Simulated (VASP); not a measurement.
Write the native input for VASP 6.6.1 that does the following.

* Task: single point
* Functional: PBE
* Potentials or basis: VASP PAW PBE potentials, release 64 (Sn_d, P)
* Cutoff: 520 eV
* k mesh: 7 × 7 × 2
* Occupations: gaussian, width 0.15 eV
* Spin: no spin polarisation
* Further INCAR settings: PREC = Normal; LREAL = Auto; ALGO = Fast; EDIFF = 1e-05; NBANDS = 63

The structure of Sn3P2 lies in POSCAR:

```
Sn3P2
1.0
    3.9059060000      0.0000000000      0.0000000000
   -1.9529530000      3.3826130000      0.0000000000
    0.0000000000      0.0000000000     18.5236200000
Sn P
6 4
Direct
    0.0000000000      0.0000000000      0.2500000000
    0.0000000000      0.0000000000      0.7500000000
    0.3333330000      0.6666670000      0.9307960000
    0.6666670000      0.3333330000      0.4307960000
    0.3333330000      0.6666670000      0.5692040000
    0.6666670000      0.3333330000      0.0692040000
    0.3333330000      0.6666670000      0.1501210000
    0.6666670000      0.3333330000      0.6501210000
    0.3333330000      0.6666670000      0.3498790000
    0.6666670000      0.3333330000      0.8498790000
```

The cell was built by a generator and needn't be a form met in nature.

The input as run:

INCAR

```
ALGO     = Fast           # electronic algorithm
EDIFF    = 1E-5           # SCF threshold, eV
ENCUT    = 520            # plane-wave cutoff, eV
GGA      = PE             # functional
ISIF     = 2              # what is computed and relaxed
ISMEAR   = 0              # smearing method
LASPH    = True           # aspherical terms in the spheres
LCHARG   = False          # write CHGCAR
LREAL    = Auto         
LWAVE    = False          # write WAVECAR
NBANDS   = 63             # bands
NELM     = 80             # most SCF steps
PREC     = Normal         # precision mode
SIGMA    = 0.15           # smearing width, eV
```

KPOINTS

```
k-points
0
Gamma
  7 7 2
```

Potentials or basis: VASP PAW PBE potentials, release 64 (Sn_d, P).

Command:

```bash
$ cat potpaw_PBE.64/Sn_d/POTCAR potpaw_PBE.64/P/POTCAR > POTCAR
$ mpirun -np 1 vasp_std > vasp.out
```

Results of the run:

```yaml
Pressure: 0.1 GPa
Largest_force: 0.080 eV/Å
Band_gap_on_the_k_mesh: none (metal or under the smearing width)
```

Run time: 3.4 min on 1 thread of AMD EPYC 7R13 Processor (Zen 3), with other jobs on the host, peak memory 0.28 GiB.
